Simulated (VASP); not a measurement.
An input for Quantum ESPRESSO's pw.x (written as the equivalent of a VASP run, and not itself run):

```
&CONTROL
  calculation = 'scf'
  pseudo_dir = './pseudo'
  outdir = './out'
  tprnfor = .true.
  tstress = .true.
/
&SYSTEM
  ibrav = 0
  nat = 4
  ntyp = 2
  ecutwfc = 78
  occupations = 'smearing'
  smearing = 'methfessel-paxton'
  degauss = 0.00735
  input_dft = 'pbesol'
/
&ELECTRONS
  conv_thr = 7.3e-09
  electron_maxstep = 100
/
ATOMIC_SPECIES
  Sc 44.956 Sc.upf
  Al 26.982 Al.upf
CELL_PARAMETERS angstrom
     4.0715236    0.0000000    0.0000000
     0.0000000    4.0715236    0.0000000
     0.0000000    0.0000000    4.0715236
ATOMIC_POSITIONS crystal
  Sc   0.0000000  0.0000000  0.0000000
  Al   0.0000000  0.5000000  0.5000000
  Al   0.5000000  0.0000000  0.5184206
  Al   0.5000000  0.5000000  0.0000000
K_POINTS automatic
  8 8 8 0 0 0
```

Problem. Translate this input to VASP (INCAR, KPOINTS, POSCAR, choice of POTCAR).

Solution. Several could match; the one computed here: 
**KPOINTS**
```
Automatic
0
gamma
8 8 8
0 0 0
```

**INCAR**
```
SYSTEM = Al3Sc
PREC = Accurate
ENCUT = 480
EDIFF = 1E-7
NELM = 100
ALGO = Normal
LREAL = .FALSE.
LASPH = .TRUE.
ISMEAR = 1
SIGMA = 0.1
GGA = PS
LMAXMIX = 4
LWAVE = .FALSE.
LCHARG = .FALSE.
ISIF = 2
```

POSCAR:
```
Al3Sc
1
    4.0715235982     0.0000000000     0.0000000000
    0.0000000000     4.0715235982     0.0000000000
    0.0000000000     0.0000000000     4.0715235982
Sc Al
1 3
Direct
  0.0000000000   0.0000000000   0.0000000000
  0.0000000000   0.5000000000   0.5000000000
  0.5000000000   0.0000000000   0.5184206227
  0.5000000000   0.5000000000   0.0000000000
```

POTCAR, in this order: Sc_sv Al (PBE.64 set). Program: vasp_std.

Limits of the translation: the potentials are each code's own (VASP's PAW set, PseudoDojo norm-conserving files in pw.x), so ENCUT and ecutwfc are chosen apart and not converted; conv_thr bounds pw.x's estimated SCF error, while EDIFF bounds the energy change between steps.

The compound is Al3Sc in the L1_2 structure. This cell was strained or had an atom moved on purpose.
